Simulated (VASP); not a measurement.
```xyz
2
Lattice="3.9900 0.0000 0.0000 0.0000 3.9900 0.0000 0.0000 0.0000 3.9900" Properties=species:S:1:pos:R:3 pbc="T T T"
Tl     0.0000     0.0000     0.0000
Br     1.9950     1.9950     1.9950
```

All values below come from optB88-vdW, VASP's PBE PAW potentials (set 64) (plane waves; VASP). Settings: 520 eV cut-off, 6×6×6 Γ-centred mesh, Gaussian smearing of 0.050 eV, potentials Tl_d Br.

Unless said otherwise, spin-orbit coupling is left out, though it shifts the bands of the heavy elements here.

Task: Estimate the energy per atom (σ→0), band gap (on the k-mesh) with the smallest direct gap where there is one.

Result: 
```json
{
  "band gap (on the k-mesh)": "1.91 eV",
  "smallest direct gap (on the k-mesh)": "1.91 eV",
  "energy per atom (σ→0)": "-0.425 eV/atom"
}
```

Total energies compare only between runs with the same potentials, cut-off and functional.

The compound is TlBr in the CsCl type structure. The cell was not relaxed at this level.
